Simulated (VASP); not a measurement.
# KRuO2 in VASP: a series of runs, part 2 of 2

VASP 6.6.1.

### Step 3. Relaxation of cell and atoms, PBE

This run uses another cell than the first one, of 15.80 Å³/atom, 1.090 times its volume.

File INCAR:

```
PREC = Normal
ENCUT = 520
EDIFF = 1E-4
ISMEAR = 0
SIGMA = 0.15
LREAL = F
LASPH = T
NELM = 60
ALGO = Fast
ISIF = 3
LWAVE = F
LCHARG = F
GGA = PE
IBRION = 2
NSW = 24
EDIFFG = -0.08
```

File KPOINTS:

```
Automatic mesh
0
Gamma
  4 4 2
```

File POSCAR:

```
KRuO2
1.0
    3.9500000000      0.0000000000      0.0000000000
    0.0000000000      3.9500000000      0.0000000000
    0.0000000000      0.0000000000      8.1000000000
K Ru O
2 2 4
Direct
    0.0000000000      0.5000000000      0.3000000000
    0.5000000000      0.0000000000      0.7000000000
    0.5000000000      0.0000000000      0.1000000000
    0.0000000000      0.5000000000      0.9000000000
    0.5000000000      0.0000000000      0.3300000000
    0.0000000000      0.5000000000      0.6700000000
    0.5000000000      0.5000000000      0.0000000000
    0.0000000000      0.0000000000      0.0000000000
```

Potentials or basis: VASP PAW PBE potentials, release 64 (K_sv, Ru_pv, O).

Launch:

```console
cat potpaw_PBE.64/K_sv/POTCAR potpaw_PBE.64/Ru_pv/POTCAR potpaw_PBE.64/O/POTCAR > POTCAR
mpirun -np 1 vasp_std > vasp.out
```

OUTCAR:

```text
PREC = Normal
   ENCUT = 520
   EDIFF = 1E-4
   ISMEAR = 0
   LREAL = F
   LASPH = T
   NELM = 60
   ISIF = 3
   GGA = PE
   IBRION = 2
   NSW = 24
   EDIFFG = -0.08

 ion  position               nearest neighbor table
   1  0.000  0.500  0.300-   5 2.80   5 2.80   5 2.80   5 2.80   3 3.23   3 3.23   3 3.23   3 3.23
                             4 3.24
   2  0.500  0.000  0.700-   6 2.80   6 2.80   6 2.80   6 2.80   4 3.23   4 3.23   4 3.23   4 3.23
                             3 3.24
   3  0.500  0.000  0.100-   5 1.86   7 2.13   8 2.13   7 2.13   8 2.13   1 3.23   1 3.23   1 3.23
                             1 3.23   4 3.23   4 3.23   4 3.23   4 3.23   2 3.24
   4  0.000  0.500  0.900-   6 1.86   7 2.13   8 2.13   8 2.13   7 2.13   2 3.23   2 3.23   2 3.23
                             2 3.23   3 3.23   3 3.23   3 3.23   3 3.23   1 3.24
   5  0.500  0.000  0.330-   3 1.86   1 2.80   1 2.80   1 2.80   1 2.80
   6  0.000  0.500  0.670-   4 1.86   2 2.80   2 2.80   2 2.80   2 2.80
   7  0.500  0.500  0.000-   3 2.13   4 2.13   3 2.13   4 2.13
   8  0.000  0.000  0.000-   3 2.13   4 2.13   4 2.13   3 2.13

  LATTYP: Found a simple tetragonal cell.
 ALAT       =     3.9500000000
 C/A-ratio  =     2.0506329114

  Lattice vectors:

 A1 = (   3.9500000000,   0.0000000000,   0.0000000000)
 A2 = (   0.0000000000,   3.9500000000,   0.0000000000)
 A3 = (   0.0000000000,   0.0000000000,   8.1000000000)

Analysis of symmetry for initial positions (statically):
=====================================================================
 Subroutine PRICEL returns:
 Original cell was already a primitive cell.

 Routine SETGRP: Setting up the symmetry group for a
 simple tetragonal supercell.

 Subroutine GETGRP returns: Found 16 space group operations
 (whereof  8 operations were pure point group operations)
 out of a pool of 16 trial point group operations.

The static configuration has the point symmetry D_2d.
 The point group associated with its full space group is D_4h.

Analysis of symmetry for dynamics (positions and initial velocities):
=====================================================================
 Subroutine PRICEL returns:
 Original cell was already a primitive cell.

 Routine SETGRP: Setting up the symmetry group for a
 simple tetragonal supercell.

 Subroutine GETGRP returns: Found 16 space group operations
 (whereof  8 operations were pure point group operations)
 out of a pool of 16 trial point group operations.

The dynamic configuration has the point symmetry D_2d.
 The point group associated with its full space group is D_4h.

 Subroutine INISYM returns: Found 16 space group operations
 (whereof  8 operations are pure point group operations),
 and found     1 'primitive' translations

----------------------------------------------------------------------------------------

                                     Primitive cell

  volume of cell :     126.3803

  direct lattice vectors                    reciprocal lattice vectors
     3.950000000  0.000000000  0.000000000     0.253164557  0.000000000  0.000000000
     0.000000000  3.950000000  0.000000000     0.000000000  0.253164557  0.000000000
     0.000000000  0.000000000  8.100000000     0.000000000  0.000000000  0.123456790

  length of vectors
     3.950000000  3.950000000  8.100000000     0.253164557  0.253164557  0.123456790

  position of ions in fractional coordinates (direct lattice)
     0.000000000  0.500000000  0.300000000
     0.500000000  0.000000000  0.700000000
[... 71 lines left out ...]
   LNONCOLLINEAR =      F non collinear calculations
   LSORBIT =      F    spin-orbit coupling
   LASPH  =      T    aspherical Exc in radial PAW
   ENCUT  =  520.0 eV  38.22 Ry    6.18 a.u.   7.34  7.34 15.06*2*pi/ulx,y,z
   NELM   =     60;   NELMIN=  2; NELMDL= -5     # of ELM steps
   EDIFF  = 0.1E-03   stopping-criterion for ELM
   LREAL  =      F    real-space projection
   EDIFFG = -.8E-01   stopping-criterion for IOM
   NSW    =     24    number of steps for IOM
   IBRION =      2    ionic relax: 0-MD 1-quasi-New 2-CG
   NFREE  =      1    steps in history (QN), initial steepest desc. (CG)
   ISIF   =      3    stress and relaxation
   ISYM   =      2    0-nonsym 1-usesym 2-fastsym
   POTIM  = 0.5000    time-step for ionic-motion
   TEBEG  =    0.0;   TEEND  =   0.0 temperature during run
   PSTRESS=    0.0 pullay stress
   NELECT =      70.0000    total number of electrons
   NUPDOWN=      -1.0000    fix difference up-down
   EMIN   =  10.00;   EMAX   =-10.00  energy-range for DOS
   EFERMI =   0.00;   METHOD = LEGACY
   ISMEAR =     0;   SIGMA  =   0.15  broadening in eV -4-tet -1-fermi 0-gaus
   EFERMI_NEDOS =   21; number of points for ismear=-14 and -15
   IALGO  =     68    algorithm
   IMIX   =      4    mixing-type and parameters
     AMIX     =   0.40;   BMIX     =  1.00
     AMIX_MAG =   1.60;   BMIX_MAG =  1.00
  volume/ion in A,a.u.               =      15.80       106.61
  Fermi-wavevector in a.u.,A,eV,Ry     =   1.344460  2.540660 24.593507  1.807572
  Thomas-Fermi vector in A             =   2.472452
   LORBIT       =      0    0 simple, 1 ext, 2 COOP (PROOUT), +10 PAW based schemes
   GGA     = PE    functional components
   LHFCALC =     F    Hartree Fock is set to
   AEXX    =    0.0000 exact exchange contribution
   IVDW    =     0    specifies the selected vdW correction
   LEPSILON=     F    determine dielectric tensor
   LRPA    =     F    only Hartree local field effects (RPA)
 conjugate gradient relaxation of ions
 non-spin polarized calculation
 RMM-DIIS sequential band-by-band and
 Gauss-broadening in eV      SIGMA  =   0.15
  energy-cutoff  :      520.00
  volume of cell :      126.38
 maximum number of plane-waves:      3439
   NGX = 15   NGY = 15   NGZ = 31

--------------------------------------- Ionic step        1  -------------------------------------------

 number of electron      69.9999964 magnetization

 Free energy of the ion-electron system (eV)
  ---------------------------------------------------
  ext. energy  EPLUGINS =         0.00000000
  ---------------------------------------------------
  free energy    TOTEN  =       -45.57820967 eV

  energy without entropy =      -45.53439814  energy(sigma->0) =      -45.55630390

------------------------ aborting loop because EDIFF is reached ----------------------------------------

  FORCE on cell =-STRESS in cart. coord.  units (eV):
  Direction    XX          YY          ZZ          XY          YZ          ZX
  --------------------------------------------------------------------------------------
  -------------------------------------------------------------------------------------
  Total        2.9532292      2.9532292     -0.4326381      0.0000000      0.0000000     -0.0000000
  in kB       37.4393701     37.4393701     -5.4847410      0.0000000      0.0000000     -0.0000000
  external PRESSURE =      23.1313330 kB  Pullay stress =       0.0000000 kB
[... 71 lines left out ...]
--------------------------------------- Ionic step        3  -------------------------------------------

 number of electron      69.9999995 magnetization

 E-fermi :   3.6002     XC(G=0):  -9.5676

 val. band max:        3.5805685476   @ k =   0.0000   0.0000   0.5000
 cond. band min:       3.7659523928   @ k =   0.0000   0.0000   0.5000
 fundamental gap:      0.1853838451
 Fermi energy:         3.6002392733

 k-point     1 :       0.0000    0.0000    0.0000
  band No.  band energies     occupation
      1     -39.8532      2.00000
      2     -39.8272      2.00000
      3     -39.5187      2.00000
      4     -39.5187      2.00000
      5     -39.4480      2.00000
      6     -39.4480      2.00000
[... 564 lines left out ...]
  FREE ENERGIE OF THE ION-ELECTRON SYSTEM (eV)
  ---------------------------------------------------
  free  energy   TOTEN  =       -46.0121734758 eV

  energy  without entropy=      -45.9858060815  energy(sigma->0) =      -45.99898978

[... ionic steps 4 to 20 ...]

--------------------------------------- Ionic step       21  -------------------------------------------

 number of electron      69.9999987 magnetization

------------------------ aborting loop because EDIFF is reached ----------------------------------------
[... 79 lines left out ...]
--------------------------------------- Ionic step       23  -------------------------------------------

 number of electron      69.9999985 magnetization

 Free energy of the ion-electron system (eV)
  ---------------------------------------------------
  ext. energy  EPLUGINS =         0.00000000
  ---------------------------------------------------
  free energy    TOTEN  =       -46.48700167 eV

  energy without entropy =      -46.47356693  energy(sigma->0) =      -46.48028430

 E-fermi :   4.2695     XC(G=0):  -9.7910

 val. band max:        4.0950460785   @ k =   0.2500   0.2500   0.0000
 cond. band min:       4.4224142550   @ k =   0.0000   0.0000   0.5000
 fundamental gap:      0.3273681765
 Fermi energy:         4.2694844558

 k-point     1 :       0.0000    0.0000    0.0000
  band No.  band energies     occupation
      1     -39.3167      2.00000
      2     -39.2817      2.00000
      3     -39.0732      2.00000
      4     -39.0732      2.00000
      5     -38.9688      2.00000
      6     -38.9688      2.00000
[... 564 lines left out ...]
  FREE ENERGIE OF THE ION-ELECTRON SYSTEM (eV)
  ---------------------------------------------------
  free  energy   TOTEN  =       -46.4870016727 eV

  energy  without entropy=      -46.4735669286  energy(sigma->0) =      -46.48028430

 reached required accuracy - stopping structural energy minimisation
```

Wall time 8.8 min (1 thread of Intel Xeon Platinum 8259CL at 2.50GHz (Skylake/Cascade Lake), shared host); peak memory 0.21 GiB.

What came out:

* Free energy: -46.4870 eV
* Relaxed volume: 16.16 Å³/atom
* Relaxed cell: a = 3.994 Å, b = 3.994 Å, c = 8.103 Å, α = 90.00°, β = 90.00°, γ = 90.00°
* Space group after relaxing (to 0.05 Å): P4/nmm (No. 129)
* Energy gained by relaxing: 113.6 meV/atom
* Ionic steps: 23
* Pressure after relaxing: -0.1 GPa
* Largest force after relaxing: 0.079 eV/Å
* Band gap on the k mesh: none (metal or under the smearing width)

Forces in eV/Å, atoms in the order of the input:
```
K    0.000  0.000  0.070
K    0.000  0.000 -0.070
Ru   0.000  0.000  0.079
Ru   0.000  0.000 -0.079
O    0.000  0.000 -0.031
O    0.000  0.000  0.031
O    0.000  0.000  0.000
O    0.000  0.000  0.000
```

The path:
| step | energy change (eV) | largest force (eV/Å) | pressure (GPa) | volume (Å³) |
| --- | --- | --- | --- | --- |
| 1 | 0.0000 | 1.2780 | 2.31 | 126.38 |
| 2 | -0.3251 | 1.0783 | -1.55 | 130.58 |
| 3 | -0.4340 | 1.3852 | -5.27 | 135.33 |
| 4 | -0.5836 | 0.7455 | -3.87 | 134.08 |
| 5 | -0.6519 | 0.5616 | -1.76 | 132.31 |
| 6 | -0.7386 | 0.5091 | -0.71 | 130.38 |
| 7 | -0.7824 | 1.2154 | 1.93 | 126.18 |
| 8 | -0.7929 | 0.8691 | 1.04 | 127.45 |
| 9 | -0.8448 | 0.4830 | 1.19 | 127.67 |
| 10 | -0.8878 | 0.5858 | 1.40 | 128.20 |
| 11 | -0.8899 | 0.3375 | -0.88 | 130.18 |
| 12 | -0.8991 | 0.2571 | 0.24 | 129.23 |
| 13 | -0.9044 | 0.0940 | -0.05 | 129.33 |
| 14 | -0.9065 | 0.0987 | -0.27 | 129.46 |
| 15 | -0.9070 | 0.0978 | 0.21 | 129.14 |
| 16 | -0.9073 | 0.0821 | -0.03 | 129.23 |
| 17 | -0.9073 | 0.0917 | 0.08 | 129.26 |
| 18 | -0.9071 | 0.0854 | -0.17 | 129.35 |
| 19 | -0.9072 | 0.0895 | 0.08 | 129.28 |
| 20 | -0.9073 | 0.0840 | 0.02 | 129.27 |
| 21 | -0.9072 | 0.0824 | 0.04 | 129.26 |
| 22 | -0.9078 | 0.0804 | -0.05 | 129.27 |
| 23 | -0.9088 | 0.0789 | -0.07 | 129.27 |

Final structure:
```
CELL_PARAMETERS angstrom
3.99430 0.00000 0.00000
0.00000 3.99430 0.00000
0.00000 0.00000 8.10274
ATOMIC_POSITIONS crystal
K 0.00000 0.50000 0.35306
K 0.50000 0.00000 0.64694
Ru 0.50000 0.00000 0.07919
Ru 0.00000 0.50000 0.92081
O 0.50000 0.00000 0.31366
O 0.00000 0.50000 0.68634
O 0.50000 0.50000 0.00000
O 0.00000 0.00000 0.00000
```

Caveat: the k mesh is coarse (spacing up to 0.40 Å⁻¹), so the values aren't converged; the relaxation stopped at a loose force limit of 0.08 eV/Å, so its end isn't a converged minimum.
